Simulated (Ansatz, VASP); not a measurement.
# Cross-check of Ge (Germanium) between VASP and Ansatz

Aim: how closely do two programs agree when they are given the same cell, functional and k mesh? The cell is taken from a series of runs on this material, whose earlier steps may have relaxed, scaled, displaced or heated it; both programs get it as it stands.

Method: plane waves, with VASP 6.6.1 beside it; zone-centre phonons at PBEsol, in Ansatz 0.2.0.

### Step 1. Starting point

The structure is orthorhombic, space group Imma (No. 74). Conventional cell: a = 4.011 Å, b = 4.094 Å, c = 5.634 Å, α = 90.00°, β = 90.00°, γ = 90.00°. Nearest to Ge lie 4 Ge at 2.46 to 2.48 Å.

Structure file:

```xyz
2
Lattice="0.0292 2.8654 2.8168 2.8654 0.0292 2.8168 2.8946 2.8946 0.0000" Properties=species:S:1:pos:R:3 pbc="T T T"
Ge    2.8946    2.8946    2.8246
Ge    4.3419    4.3419    4.2173
```

### Step 2. VASP: zone-centre phonons, PBEsol

Second derivatives magnify differences that forces hide, and they need a tight electronic threshold.

Lines of VASP's logs that name or quote its potential files are left out, and so is its time.

Contents of INCAR:

```
SYSTEM = Ge
PREC = Accurate
ENCUT = 500
EDIFF = 1E-08
NELM = 120
ISMEAR = 1
SIGMA = 0.2
LREAL = .FALSE.
ALGO = Normal
GGA = PS
NBANDS = 20
LORBIT = 11
LWAVE = .FALSE.
LCHARG = .FALSE.
ISIF = 2
IBRION = 8
LASPH = .TRUE.
GGA_COMPAT = .FALSE.
KPAR = 2
```

Contents of POSCAR:

```
Ge
1.0
    0.0292011910      2.8654190429      2.8167690939
    2.8654190429      0.0292011910      2.8167690939
    2.8946202338      2.8946202338     -0.0000000001
Ge
2
Direct
    0.5013948610      0.5013948610      0.4986051390
    0.7486051390      0.7486051390      0.7513948610
```

Contents of KPOINTS:

```
Automatic mesh
0
Gamma
16 16 16
0 0 0
```

The projector-augmented-wave data sets are Ge_d (PBE family, release 64).

Launch:

```
> mpirun -np 2 vasp_std
```

Numbers of over 12 decimals in the logs are rounded to 6 here.

Log:

```text
[banner, memory and clock lines left out]
running    2 mpi-ranks, on    1 nodes
 distrk:  each k-point on    1 cores,    2 groups
 distr:  one band on    1 cores,    1 groups

 POSCAR found type information on POSCAR Ge
 POSCAR found :  1 types and       2 ions
|                                                                             |
|               ----> ADVICE to this user running VASP <----                  |
|                                                                             |
|     You enforced a specific xc type in the INCAR file but a different       |
|     [... a line on the potential file left out ...]
|     I HOPE YOU KNOW WHAT YOU ARE DOING!                                     |
|                                                                             |

 LDA part: xc-table for (Slater+PW92), standard interpolation
 POSCAR, INCAR and KPOINTS ok, starting setup
 FFT: planning ... GRIDC
 FFT: planning ... GRID_SOFT
 FFT: planning ... GRID
 WAVECAR not read
 entering main loop
       N       E                     dE             d eps       ncg     rms          rms(c)
DAV:   1     0.183304595386E+03    0.18330E+03   -0.14651E+04 26604   0.371E+03
DAV:   2     0.158689050948E+02   -0.16744E+03   -0.16308E+03 24900   0.587E+02
DAV:   3    -0.918607428492E+01   -0.25055E+02   -0.24887E+02 28060   0.145E+02
DAV:   4    -0.999726630150E+01   -0.81119E+00   -0.81067E+00 28052   0.307E+01
DAV:   5    -0.100107723146E+02   -0.13506E-01   -0.13506E-01 27784   0.434E+00    0.316E+00
DAV:   6    -0.991328773258E+01    0.97485E-01   -0.35851E-02 33084   0.240E+00    0.180E+00
DAV:   7    -0.986670261588E+01    0.46585E-01   -0.58422E-02 26212   0.252E+00    0.154E-01
DAV:   8    -0.986766738747E+01   -0.96477E-03   -0.68606E-03 28176   0.120E+00    0.517E-02
DAV:   9    -0.986777688494E+01   -0.10950E-03   -0.24498E-04 28220   0.219E-01    0.112E-02
DAV:  10    -0.986779150609E+01   -0.14621E-04   -0.21958E-05 32072   0.403E-02    0.536E-03
DAV:  11    -0.986779243468E+01   -0.92859E-06   -0.46144E-06 33156   0.316E-02    0.141E-03
DAV:  12    -0.986779218483E+01    0.24985E-06   -0.77379E-07 33136   0.165E-02    0.541E-04
DAV:  13    -0.986779220428E+01   -0.19450E-07   -0.45356E-08 29884   0.293E-03    0.185E-04
DAV:  14    -0.986779218488E+01    0.19408E-07   -0.86745E-09 17564   0.184E-03    0.492E-05
DAV:  15    -0.986779217672E+01    0.81554E-08   -0.16969E-09 14680   0.393E-04
   1 F= -.98677922E+01 E0= -.98678332E+01  d E =0.123105E-03
 Linear response reoptimize wavefunctions to high precision
DAV:   1    -0.986779217647E+01    0.24920E-09   -0.20920E-10 15048   0.173E-04
DAV:   2    -0.986779217648E+01   -0.54570E-11   -0.44638E-11 14124   0.778E-05
 Linear response DOF=           2
 Linear response progress:
  Degree of freedom:   1/  2
       N       E                     dE             d eps       ncg     rms          rms(c)
RMM:   1    -0.186863235662E+00   -0.18686E+00    0.82399E+00100638   0.446E+01
RMM:   2    -0.194008075801E+00   -0.71448E-02   -0.12677E-02132490   0.106E+00    0.729E-02
RMM:   3    -0.194031237073E+00   -0.23161E-04   -0.92049E-04140547   0.313E-01    0.421E-02
RMM:   4    -0.193932927718E+00    0.98309E-04   -0.57580E-05150134   0.791E-02    0.448E-03
RMM:   5    -0.193933544432E+00   -0.61671E-06   -0.37098E-06144686   0.175E-02    0.232E-03
RMM:   6    -0.193939215311E+00   -0.56709E-05   -0.19771E-07146726   0.486E-03    0.294E-04
RMM:   7    -0.193938197631E+00    0.10177E-05   -0.82148E-08151272   0.153E-03    0.179E-04
RMM:   8    -0.193936986842E+00    0.12108E-05    0.90243E-08152924   0.565E-04    0.400E-05
RMM:   9    -0.193936938337E+00    0.48505E-07   -0.48652E-10154788   0.231E-04    0.191E-05
RMM:  10    -0.193937093326E+00   -0.15499E-06   -0.26765E-09156904   0.103E-04    0.579E-06
RMM:  11    -0.193937129239E+00   -0.35913E-07   -0.37604E-08157276   0.543E-05    0.299E-06
RMM:  12    -0.193937149128E+00   -0.19889E-07   -0.69707E-09150927   0.336E-05    0.189E-06
RMM:  13    -0.193937166716E+00   -0.17588E-07   -0.80854E-09138610   0.249E-05    0.290E-07
RMM:  14    -0.193937167339E+00   -0.62318E-09   -0.32870E-09107430   0.202E-05    0.128E-07
 first order change of Fermi-energy   0.19787E-04
 force on displaced ion       1 direction 1 : -10.367   0.167   0.000
 Linear response progress:
  Degree of freedom:   2/  2
       N       E                     dE             d eps       ncg     rms          rms(c)
RMM:   1    -0.186678192086E+00   -0.18668E+00    0.83297E+00 30289   0.448E+01
RMM:   2    -0.193842249016E+00   -0.71641E-02   -0.13027E-02 40420   0.107E+00    0.715E-02
RMM:   3    -0.193851328686E+00   -0.90797E-05   -0.88599E-04 42582   0.306E-01    0.413E-02
RMM:   4    -0.193748831862E+00    0.10250E-03   -0.59318E-05 45487   0.788E-02    0.460E-03
RMM:   5    -0.193749534375E+00   -0.70251E-06   -0.31844E-06 43698   0.174E-02    0.227E-03
RMM:   6    -0.193755506821E+00   -0.59724E-05   -0.21561E-07 44541   0.489E-03    0.332E-04
RMM:   7    -0.193754728003E+00    0.77882E-06   -0.15108E-08 45566   0.149E-03    0.187E-04
RMM:   8    -0.193753816557E+00    0.91145E-06   -0.46161E-09 46302   0.541E-04    0.430E-05
RMM:   9    -0.193753704881E+00    0.11168E-06   -0.19302E-09 43626   0.232E-04    0.180E-05
RMM:  10    -0.193753840820E+00   -0.13594E-06   -0.19480E-09 46315   0.105E-04    0.608E-06
RMM:  11    -0.193753868742E+00   -0.27922E-07   -0.13661E-08 47183   0.548E-05    0.310E-06
RMM:  12    -0.193753904218E+00   -0.35476E-07   -0.12683E-08 46904   0.349E-05    0.102E-06
RMM:  13    -0.193753906053E+00   -0.18346E-08   -0.59344E-10 34538   0.260E-05    0.512E-07
 first order change of Fermi-energy   0.57294E+00
 force on displaced ion       1 direction 3 :  -0.000  -0.000 -10.445
 Linear response finished
```

Parts of OUTCAR (step 2):

```text
ion  position               nearest neighbor table
   1  0.501  0.501  0.499-   2 2.46   2 2.46   2 2.48   2 2.48
   2  0.749  0.749  0.751-   1 2.46   1 2.46   1 2.48   1 2.48

  LATTYP: Found a body centered orthorhombic cell.
 ALAT       =     4.0110177520
 B/A-ratio  =     1.0205916417
 C/A-ratio  =     1.4045158950

 Subroutine GETGRP returns: Found  8 space group operations
 (whereof  4 operations were pure point group operations)

The static configuration has the point symmetry C_2v.
 The point group associated with its full space group is D_2h.

 Found    621 irreducible k-points:

   k-points           NKPTS =    621   k-points in BZ     NKDIM =    621   number of bands    NBANDS=     20

   dimension x,y,z NGX =    30 NGY =   30 NGZ =   30
   dimension x,y,z NGXF=    60 NGYF=   60 NGZF=   60

   ENCUT  =  500.0 eV  36.75 Ry    6.06 a.u.   7.33  7.33  7.46*2*pi/ulx,y,z

   NELECT =      28.0000    total number of electrons

 k-points in reciprocal lattice and weights: Automatic mesh
   0.00000000  0.00000000  0.00000000       0.000
   0.06250000 -0.00000000  0.00000000       0.001
   0.12500000 -0.00000000  0.00000000       0.001
   0.18750000  0.00000000  0.00000000       0.001
   0.25000000 -0.00000000  0.00000000       0.001
   0.31250000  0.00000000 -0.00000000       0.001
   0.37500000  0.00000000  0.00000000       0.001
   0.43750000  0.00000000 -0.00000000       0.001
   0.50000000 -0.00000000  0.00000000       0.000
[...]
0.25000000  0.25000000  0.50000000       0.000
  -0.25000000  0.25000000  0.50000000       0.000

 average (electrostatic) potential at core
       1 -74.3501       2 -74.3501

  Total       -0.3650793     -0.3650793     -0.0373820     -0.3263515      0.0000000      0.0000000
  in kB      -12.6469365    -12.6469365     -1.2949719    -11.3053437      0.0000000      0.0000000
  external PRESSURE =      -8.8629483 kB  Pullay stress =       0.0000000 kB

  energy-cutoff  :      500.00
  volume of cell :       46.25
      direct lattice vectors                 reciprocal lattice vectors
     0.029201191  2.865419043  2.816769094    -0.176291112  0.176291112  0.177508338
     2.865419043  0.029201191  2.816769094     0.176291112 -0.176291112  0.177508338
     2.894620234  2.894620234 -0.000000000     0.172734231  0.172734231 -0.177508338

 POSITION                                       TOTAL-FORCE (eV/Angst)
 -----------------------------------------------------------------------------------
      2.89462      2.89462      2.82463        -0.000000     -0.000000     -0.000702
      4.34193      4.34193      4.21730         0.000000      0.000000      0.000702
 -----------------------------------------------------------------------------------
    total drift:                                0.000000      0.000000     -0.000000

 Eigenvectors and eigenvalues of the dynamical matrix
 ----------------------------------------------------

   1 f  =    8.421072 THz    52.911154 2PiTHz  280.896715 cm-1    34.826738 meV
             X         Y         Z           dx          dy          dz
      2.894620  2.894620  2.824627     0.500000   -0.500000   -0.000000
      4.341930  4.341930  4.217296    -0.500000    0.500000    0.000000

   2 f  =    8.385293 THz    52.686350 2PiTHz  279.703267 cm-1    34.678770 meV
             X         Y         Z           dx          dy          dz
      2.894620  2.894620  2.824627    -0.000000   -0.000000   -0.707107
      4.341930  4.341930  4.217296     0.000000    0.000000    0.707107

   3 f  =    8.286339 THz    52.064601 2PiTHz  276.402504 cm-1    34.269527 meV
             X         Y         Z           dx          dy          dz
      2.894620  2.894620  2.824627    -0.500000   -0.500000    0.000000
      4.341930  4.341930  4.217296     0.500000    0.500000   -0.000000

   4 f  =    0.000000 THz     0.000001 2PiTHz    0.000004 cm-1     0.000000 meV
             X         Y         Z           dx          dy          dz
      2.894620  2.894620  2.824627     0.020486    0.279010    0.649411
      4.341930  4.341930  4.217296     0.020486    0.279010    0.649411

   5 f/i=    0.000000 THz     0.000000 2PiTHz    0.000002 cm-1     0.000000 meV
             X         Y         Z           dx          dy          dz
      2.894620  2.894620  2.824627     0.701155    0.073994   -0.053909
      4.341930  4.341930  4.217296     0.701155    0.073994   -0.053909

   6 f/i=    0.000000 THz     0.000001 2PiTHz    0.000004 cm-1     0.000000 meV
             X         Y         Z           dx          dy          dz
      2.894620  2.894620  2.824627    -0.089228    0.645506   -0.274517
      4.341930  4.341930  4.217296    -0.089228    0.645506   -0.274517

 ELASTIC MODULI CONTR FROM IONIC RELAXATION (kBar)
 Direction    XX          YY          ZZ          XY          YZ          ZX
 --------------------------------------------------------------------------------
 XX          -0.1808     -0.1808     -0.2821      6.0129      0.0000     -0.0000
 YY          -0.1808     -0.1808     -0.2821      6.0129     -0.0000      0.0000
 ZZ          -0.2821     -0.2821     -0.4400      9.3797      0.0000      0.0000
 XY           6.0129      6.0129      9.3797   -199.9304      0.0000      0.0000
 YZ           0.0000     -0.0000      0.0000      0.0000   -200.4868     24.6408
 ZX          -0.0000      0.0000      0.0000      0.0000     24.6408   -183.1041
 --------------------------------------------------------------------------------
```

### Step 3. Ansatz: zone-centre phonons, PBEsol

Ansatz runs on its PAW soft_1 files.

The same cell, functional, mesh and smearing now go to Ansatz, which takes its cutoff from its data sets.

Contents of input.yaml:

```yaml
crystal:
  lattice:
    - [0.029201191, 2.8654190429, 2.8167690939]
    - [2.8654190429, 0.029201191, 2.8167690939]
    - [2.8946202338, 2.8946202338, -1.0e-10]
  atoms:
    - { symbol: Ge, position: [0.501394861, 0.501394861, 0.498605139] }
    - { symbol: Ge, position: [0.748605139, 0.748605139, 0.751394861] }
kpoints:
  mp_grid: { grid: [16, 16, 16] }
hamiltonian:
  xc: pbesol
  pseudopotentials: { kind: paw, azcp: { folder: soft_1 }, xc_functional: pbe }
scf:
  occupations: { method: methfessel_paxton, width: 0.2 }
output:
  eigenvalues: true
phonons:
  method: dfpt
```

Launch:

```
> ansatz run input.yaml --threads 4 --pin off --max-ram 10240MiB --backend cpu --events-out ev --progress --plain --runs-dir out
```

Log:

```text
zone centre: on kpoints.mp_grid the ground state, and the responses unless they are solved on pairs of k-points, stand on 1098 of the mesh's 4096 k-points, reduced under 2 symmetry operations, with k and −k counted as one. Each operation leaves every solved displacement unchanged or reverses it
Engine: ansatz 0.2.0, aarch64-unknown-linux-gnu
Pseudopotentials: kind: paw
Pseudopotential: Ge, paw, valence charge 14, recommended cutoff 420 eV (normal), soft_1/Ge.paw.azcp
Functional definition: PBEsol
  exchange = pbesol_x
  correlation = pbesol_c
Crystal: 2 atoms, lattice volume = 46.250 Å³
Basis set: ecut = 420 eV, 917 PW (Γ), exchange–correlation on 64×64×64 points (8 copies of the dense FFT grid, shifted against one another)
Bands: 18, of which v1, the nominal top of the filled ones, is band 14 counted from 1 (13 counted from 0)
Symmetry: 8 space group operations
k-points: 1098 of 4096 (irreducible under 2 space group operations, time reversal used)
Non-local potential: Ge, projectors of the file, l = 0: 2, l = 1: 2, l = 2: 3, l = 3: 1
PAW form: soft (Blöchl's): semilocal exchange-correlation on the pseudo side does not see the compensation charge
PAW frozen core: Ge, regenerated for the run's functional, and the local potential with it (the file was generated under x = pbe(κ = 0.804, μ = 0.219515), c = pbe(β = 0.066725))
PAW one-centre angular grid: Ge, 590 points (default); XC on 64 Gauss nodes
Initial density: superposition of atomic densities (chi_scale 0.1, normalization cell)
Initial wavefunctions: pseudopotential atomic-orbital guess
Functional: x = pbesol(κ = 0.804, μ = 0.123457), c = pbesol(β = 0.046)
SCF iter   1: F=—  HF=-8507.068807 eV  |F-HF|=—  |Δ(HF+E_count)|=         —  Δρ=3.43e-2  dr2=4.34e-1  ethr=3.10e-3  ⟨swp⟩=5.1  Hψ=88273  notcnv=0
preconditioner: auto → Kerker (q_TF=auto, 2.509 Å⁻¹)  [metal: Δε(μ)=0.018 eV  Ē_g=23.191 eV  σ=0.200 eV  W_gap=0.07  n_scr=14 (ndim 8)  ℏωp=28.9 eV  f_vac=0.000  D(μ)=0.05/eV (n_scr^D=0)]
SCF iter   2: F=—  HF=-8507.042712 eV  |F-HF|=—  |Δ(HF+E_count)|=   2.61e-2  S|Δr|=    0.00e0  Δρ=2.24e-2  dr2=2.17e-1  ethr=1.55e-3  ⟨swp⟩=1.0  Hψ=28548  notcnv=0
SCF iter   3: F=—  HF=-8507.000110 eV  |F-HF|=—  |Δ(HF+E_count)|=   4.26e-2  S|Δr|=    0.00e0  Δρ=3.73e-3  dr2=1.18e-2  ethr=7.74e-4  ⟨swp⟩=1.1  Hψ=19837  notcnv=0
SCF iter   4: F=—  HF=-8506.999759 eV  |F-HF|=—  |Δ(HF+E_count)|=   3.51e-4  S|Δr|=    0.00e0  Δρ=2.54e-3  dr2=4.30e-3  ethr=4.20e-5  ⟨swp⟩=2.0  Hψ=34329  notcnv=0
SCF iter   5: F=—  HF=-8507.000590 eV  |F-HF|=—  |Δ(HF+E_count)|=   8.31e-4  S|Δr|=    0.00e0  Δρ=5.91e-4  dr2=1.91e-4  ethr=1.54e-5  ⟨swp⟩=2.0  Hψ=35139  notcnv=0
SCF iter   6: F=—  HF=-8507.000741 eV  |F-HF|=—  |Δ(HF+E_count)|=   1.52e-4  S|Δr|=    0.00e0  Δρ=1.16e-4  dr2=4.69e-6  ethr=6.84e-7  ⟨swp⟩=2.0  Hψ=35172  notcnv=0
SCF iter   7: F=—  HF=-8507.000757 eV  |F-HF|=—  |Δ(HF+E_count)|=   1.59e-5  S|Δr|=    0.00e0  Δρ=2.44e-5  dr2=2.01e-7  ethr=1.67e-8  ⟨swp⟩=2.0  Hψ=35172  notcnv=0
SCF iter   8: F=—  HF=-8507.000757 eV  |F-HF|=—  |Δ(HF+E_count)|=   6.60e-7  S|Δr|=    0.00e0  Δρ=4.27e-6  dr2=9.40e-9  ethr=7.19e-10  ⟨swp⟩=2.0  Hψ=35175  notcnv=0
SCF iter   9: F=—  HF=-8507.000757 eV  |F-HF|=—  |Δ(HF+E_count)|=   1.96e-8  S|Δr|=    0.00e0  Δρ=1.44e-6  dr2=1.61e-9  ethr=3.36e-11  ⟨swp⟩=2.0  Hψ=24190  notcnv=0
SCF iter  10: F=—  HF=-8507.000757 eV  |F-HF|=—  |Δ(HF+E_count)|=   1.08e-9  S|Δr|=    0.00e0  Δρ=3.85e-7  dr2=1.22e-10  ethr=5.75e-12  ⟨swp⟩=2.0  Hψ=24160  notcnv=0
SCF iter  11: F=-8507.000757 eV  HF=-8507.000757 eV  |F-HF|=3.64e-12  |Δ(HF+E_count)|=  8.19e-11  S|Δr|=    0.00e0  Δρ=1.19e-7  dr2=5.41e-12  ethr=1.00e-12  ⟨swp⟩=4.1  Hψ=82865  notcnv=0
SCF 1 converged in 11 iterations: F = -8507.000757 eV  dr2 = 5.41e-12
  greatest PAW one-centre occupation: 0.998 electrons in one spin orbital (limit 2), on the Ge atom at site 1 (counted from 0), in its partial waves of l = 2
DFPT response loops at Γ: preconditioner auto → Kerker (q_TF=auto, 2.509 Å⁻¹) (partly filled bands, converged f_vac=0.065); β = 1.00, the filter's whole step (`scf.mixing.beta` (0.50) is not read by the response loops under this deck's `scf.mixing.preconditioner`; to damp them name `kerker` or `kerker_dos`, under which they read `scf.mixing.beta`, and type it under 1.00, their step now; both keys bind the ground state too); Broyden in place of MSR1
SCF converged after 11 iterations
Stability not checked: this state was not tested for a lower state beside it, because cold or Methfessel-Paxton smearing, or corrected tetrahedra, fill the levels in a way that the test cannot read (fill_not_monotonic; see scf.lower_state_search)
Free energy (F): -8507.000757 eV
Harris-Foulkes:  -8507.000757 eV  (|F-HF|=3.64e-12)
Internal energy: -8507.000879 eV  (E = F + TS)
E sigma→0 (E₀):  -8507.000787 eV
Entropy (-TS):   0.000122 eV (0.061 meV/atom)
Fermi energy:    8.132984 eV
--- Per-component energies (eV) ---
  E_band       = -310.470238
  E_kinetic    = 185.268779
  E_local      = -4534.214698  (includes V_loc(G=0)·N_el)
  E_nonlocal   = 438.527796
  E_hartree    = 2156.464525
  E_xc         = -141.987283
  E_vxc        = -130.051770  (∫ρ·V_xc dr)
  E_paw        = -3944.558757  (= ΣΔE_a)
  E_vpaw       = -582.929403  (= ΣTr[D̂ρ^β])
  E_aug_tail   = 0.000032  (compensation charges beyond the density's cutoff)
  E_ewald      = -2668.337149
  E_core_change = 1.835876  (= ΣΔE_core)
  E_smearing   = 0.000122  (= −TS)
  E_closure    = 0.000000  (closes the sum)
  Σ components = -8507.000757   (vs F -8507.000757, Δ=0.00e0)
--- Band table (eV; the first three rows and the last of 1098) ---
  k-point 0: bands = [... 10 lower, -4.5002, 7.9072, 8.0091, 8.1718, 8.2125, 10.5828, 10.6114, 10.7747]
  k-point 1: bands = [... 10 lower, -4.4540, 6.8566, 8.0570, 8.0758, 8.8314, 10.7093, 10.7929, 10.8977]
  k-point 2: bands = [... 10 lower, -4.3165, 5.6633, 7.8382, 7.8427, 9.0850, 11.0014, 11.1943, 11.4834]
  k-point 1097: bands = [... 10 lower, -0.6867, -0.5853, 4.9250, 5.1612, 8.5781, 8.8907, 17.3795, 17.5103]
--- Phonons (Γ-DFPT): 2 representative perturbations + reference, on 1098 of 4096 k-points (Σ response iterations 6) ---
  k mesh reduced under 2 symmetry operations, with k and −k counted as one. Each operation leaves every solved displacement unchanged or reverses it
  ASR residual: 6.284e-6 → 0.000e0 eV/Å²; symmetrization residual: 4.401e-9 eV/Å²
  ASR residual per site (eV/Å²): 6.28e-6 6.28e-6
  Γ frequencies (cm⁻¹): 0.00 0.00 0.00 276.82 279.61 279.75
  non-analytic LO–TO correction: not included (Born effective charges unavailable; polar crystals: no LO–TO splitting at Γ)
```

### Step 4. Comparison

Known differences besides the potentials themselves: the cutoff is 420 eV in Ansatz and 500 eV in VASP; Ansatz makes its cores anew for this functional, VASP keeps those of its PBE data sets. Total energies have different zeros and are not compared.

The two programs side by side:

| quantity | Ansatz | VASP | difference |
| --- | --- | --- | --- |
| optical mode 1 (cm⁻¹) | 276.8 | 276.4 | +0.15 % |
| optical mode 2 (cm⁻¹) | 279.6 | 279.7 | -0.03 % |
| optical mode 3 (cm⁻¹) | 279.8 | 280.9 | -0.41 % |

Modes are paired by rising frequency, not by their patterns, so a pair may set unlike modes beside each other; they are those without the splitting of longitudinal modes.

### Step 5. What came out

- r.m.s. difference of the optical zone-centre modes, each program's sorted by frequency (zone-centre phonons, PBEsol): 0.71 cm⁻¹

**Reading.** The r.m.s. difference of the optical zone-centre modes, each program's sorted by frequency is 0.71 cm⁻¹ (zone-centre phonons, PBEsol). Such differences can come from data sets, numerical settings and the points named under the comparisons, not from the functional's error against experiment.

[Lines on the potential files, build, host, timing and source positions are cut from VASP's logs without a mark.]

[Logs are printed without paths, hosts, clocks, repeated set-up lines and the standing remarks that a program may print on its own settings, such as how far it seeks lower states.]

[Hosts, paths, dates, database ids (printed as entryN), source tags and the programs' standing remarks are cut or masked in the printed files.]
